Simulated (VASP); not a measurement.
Calculation: PBE GGA with D3 dispersion (zero damping), VASP's PBE PAW potentials (set 64) (plane waves; VASP 6.6.1).

VASP input:

**KPOINTS**
```
Automatic mesh
0
G
 5 5 8
0 0 0
```

POSCAR:
```
SiO2
1
    4.2986631777     0.0000000000     0.0000000000
    0.0000000000     4.2986631777     0.0000000000
    0.0000000000     0.0000000000     2.7405152262
Si O
2 4
Direct
  1.0000000000   1.0000000000   0.0000000000
  0.5000000000   0.5000000000   0.5000000000
  0.3062692904   0.3062692904   0.0000000000
  0.8062692904   0.1937307096   0.5000000000
  0.1937307096   0.8062692904   0.5000000000
  0.6937307096   0.6937307096   1.0000000000
```

INCAR:
```
ENCUT  =  520
IVDW  =  11
LREAL  =  .False.
ISMEAR  =  0   ! Gaussian
LASPH  =  .True.
GGA  =  PE   ! PBE
ISIF  =  4
PREC  =  Accurate
SIGMA  =  0.05   ! width (eV)
NSW  =  30
EDIFFG  =  -0.01   ! ionic stop
EDIFF  =  1E-7   ! SCF stop (eV)
LWAVE  =  .False.
NELM  =  100
IBRION  =  2   ! conjugate gradients
SYSTEM  =  SiO2
LCHARG  =  .False.
ALGO  =  Normal   ! blocked Davidson
```

POTCAR, in this order: Si O (PBE.64 set). Program: vasp_std.

What VASP printed:

### OSZICAR
```
       N       E                     dE             d eps       ncg     rms          rms(c)
DAV:   1     0.164162848430E+03    0.16416E+03   -0.17957E+04  1200   0.153E+03
DAV:   2    -0.435630065215E+02   -0.20773E+03   -0.20035E+03  1620   0.316E+02
DAV:   3    -0.506586712728E+02   -0.70957E+01   -0.70710E+01  1440   0.639E+01
DAV:   4    -0.507167728208E+02   -0.58102E-01   -0.58034E-01  1416   0.659E+00
DAV:   5    -0.507174663404E+02   -0.69352E-03   -0.69344E-03  1400   0.704E-01    0.161E+01
DAV:   6    -0.461680429053E+02    0.45494E+01   -0.18936E+01  1320   0.302E+01    0.704E+00
DAV:   7    -0.461966023277E+02   -0.28559E-01   -0.42772E-01  1404   0.487E+00    0.278E+00
DAV:   8    -0.462091226719E+02   -0.12520E-01   -0.17519E-02  1344   0.137E+00    0.108E+00
DAV:   9    -0.462158825322E+02   -0.67599E-02   -0.91586E-03  1384   0.103E+00    0.269E-01
DAV:  10    -0.462161340757E+02   -0.25154E-03   -0.13623E-03  1416   0.293E-01    0.640E-02
DAV:  11    -0.462160588722E+02    0.75203E-04   -0.33075E-04  1372   0.137E-01    0.915E-03
DAV:  12    -0.462160609828E+02   -0.21106E-05   -0.16197E-05  1432   0.290E-02    0.627E-03
DAV:  13    -0.462160605267E+02    0.45610E-06   -0.39024E-06  1396   0.145E-02    0.370E-03
DAV:  14    -0.462160605832E+02   -0.56478E-07   -0.15460E-07   820   0.334E-03
   1 F= -.47076846E+02 E0= -.47076846E+02  d E =-.470768E+02
       N       E                     dE             d eps       ncg     rms          rms(c)
DAV:   1    -0.462246024535E+02   -0.85419E-02   -0.85607E+00  1204   0.248E+01    0.851E-01
DAV:   2    -0.462405840827E+02   -0.15982E-01   -0.24190E-01  1420   0.383E+00    0.413E-01
DAV:   3    -0.462359705840E+02    0.46135E-02   -0.41821E-03  1400   0.686E-01    0.188E-01
DAV:   4    -0.462351736008E+02    0.79698E-03   -0.39834E-03  1388   0.559E-01    0.442E-02
DAV:   5    -0.462351927861E+02   -0.19185E-04   -0.69454E-04  1352   0.229E-01    0.236E-02
DAV:   6    -0.462351841214E+02    0.86647E-05   -0.32877E-05  1360   0.579E-02    0.112E-02
DAV:   7    -0.462351836252E+02    0.49619E-06   -0.28903E-06  1368   0.167E-02    0.476E-03
DAV:   8    -0.462351836962E+02   -0.71006E-07   -0.13467E-06  1376   0.111E-02    0.180E-03
DAV:   9    -0.462351836717E+02    0.24499E-07   -0.60603E-07  1312   0.738E-03
   2 F= -.47096508E+02 E0= -.47096508E+02  d E =-.196626E-01
       N       E                     dE             d eps       ncg     rms          rms(c)
DAV:   1    -0.462352114509E+02   -0.27755E-04   -0.12874E-01  1208   0.304E+00    0.102E-01
DAV:   2    -0.462354449671E+02   -0.23352E-03   -0.35945E-03  1412   0.467E-01    0.510E-02
DAV:   3    -0.462353748154E+02    0.70152E-04   -0.64541E-05  1408   0.853E-02    0.227E-02
DAV:   4    -0.462353640856E+02    0.10730E-04   -0.59404E-05  1380   0.678E-02    0.554E-03
DAV:   5    -0.462353645793E+02   -0.49373E-06   -0.13390E-05  1360   0.330E-02    0.396E-03
DAV:   6    -0.462353640499E+02    0.52947E-06   -0.14341E-06  1336   0.130E-02    0.132E-03
DAV:   7    -0.462353640975E+02   -0.47607E-07   -0.17177E-07   916   0.307E-03
   3 F= -.47096758E+02 E0= -.47096758E+02  d E =-.199124E-01
       N       E                     dE             d eps       ncg     rms          rms(c)
DAV:   1    -0.462423746041E+02   -0.70106E-02   -0.50372E-01  1292   0.622E+00    0.532E-01
DAV:   2    -0.462389803262E+02    0.33943E-02   -0.74549E-03  1396   0.730E-01    0.298E-01
DAV:   3    -0.462370267824E+02    0.19535E-02   -0.25017E-03  1396   0.445E-01    0.206E-02
DAV:   4    -0.462370461343E+02   -0.19352E-04   -0.21882E-04  1352   0.116E-01    0.184E-02
DAV:   5    -0.462370458786E+02    0.25572E-06   -0.70508E-06  1372   0.279E-02    0.270E-03
DAV:   6    -0.462370459907E+02   -0.11213E-06   -0.18722E-06  1364   0.111E-02    0.215E-03
DAV:   7    -0.462370459656E+02    0.25097E-07   -0.67502E-08   732   0.245E-03
   4 F= -.47098773E+02 E0= -.47098773E+02  d E =-.201505E-02
       N       E                     dE             d eps       ncg     rms          rms(c)
DAV:   1    -0.462376580874E+02   -0.61210E-03   -0.29421E-02  1292   0.150E+00    0.129E-01
DAV:   2    -0.462374572896E+02    0.20080E-03   -0.43702E-04  1400   0.177E-01    0.722E-02
DAV:   3    -0.462373418474E+02    0.11544E-03   -0.14677E-04  1400   0.108E-01    0.497E-03
DAV:   4    -0.462373431823E+02   -0.13349E-05   -0.12947E-05  1364   0.283E-02    0.456E-03
DAV:   5    -0.462373433345E+02   -0.15212E-06   -0.35945E-07  1308   0.623E-03    0.752E-04
DAV:   6    -0.462373433612E+02   -0.26738E-07   -0.94684E-08   700   0.253E-03
   5 F= -.47098996E+02 E0= -.47098996E+02  d E =-.223796E-02
```

**OUTCAR**
```
------------------------ aborting loop because EDIFF is reached ----------------------------------------
 Edisp (eV)   -0.86165
  FORCE on cell =-STRESS in cart. coord.  units (eV):
  Direction    XX          YY          ZZ          XY          YZ          ZX
  --------------------------------------------------------------------------------------
  Total      -4.18538    -4.18538    -4.18328     0.00000     0.00000     0.00000
  in kB    -132.41788  -132.41788  -132.35135     0.00000     0.00000     0.00000
  external pressure =     -132.40 kB  Pullay stress =        0.00 kB
  volume of cell :       50.64
      direct lattice vectors                 reciprocal lattice vectors
     4.323760790 -0.000000000  0.000000000     0.231280140  0.000000000  0.000000000
    -0.000000000  4.323760790  0.000000000     0.000000000  0.231280140  0.000000000
     0.000000000  0.000000000  2.708792487     0.000000000  0.000000000  0.369168183
 POSITION                                       TOTAL-FORCE (eV/Angst)
 -----------------------------------------------------------------------------------
      4.32376     -0.00000      0.00000         0.000000      0.000000      0.000000
      2.16188      2.16188      1.35440        -0.000000      0.000000      0.000000
      1.33838      1.33838      0.00000         0.000440      0.000440     -0.000000
      3.50026      0.82350      1.35440         0.000440     -0.000440      0.000000
      0.82350      3.50026      1.35440        -0.000440      0.000440      0.000000
      2.98538      2.98538      0.00000        -0.000440     -0.000440      0.000000
 -----------------------------------------------------------------------------------
    total drift:                                0.000000     -0.000000      0.000000
  FREE ENERGIE OF THE ION-ELECTRON SYSTEM (eV)
  ---------------------------------------------------
  free  energy   TOTEN  =       -47.0989961465 eV

  energy  without entropy=      -47.0989961465  energy(sigma->0) =      -47.09899615

 reached required accuracy - stopping structural energy minimisation
```
(Selected blocks of OUTCAR.)

### CONTCAR
```
SiO2
   1.00000000000000
     4.3237607900232415   -0.0000000000000000    0.0000000000000000
    -0.0000000000000000    4.3237607900232415    0.0000000000000000
     0.0000000000000000    0.0000000000000000    2.7087924869302817
  Si              O
     2     4
Direct
     1.0000000000000000    0.0000000000000000    0.0000000000000000
     0.5000000000000000    0.5000000000000000    0.5000000000000000
     0.3095417500030211    0.3095417500030211    0.0000000000000000
     0.8095417500030210    0.1904582499969789    0.5000000000000000
     0.1904582499969789    0.8095417500030210    0.5000000000000000
     0.6904582499969790    0.6904582499969790    0.0000000000000000
```

The compound is SiO2 in the rutile structure, stishovite, a high-pressure form. This cell is one point of a volume scan, at 1.06 of the reference volume. Symmetry was kept, so distortions that lower it aren't found.
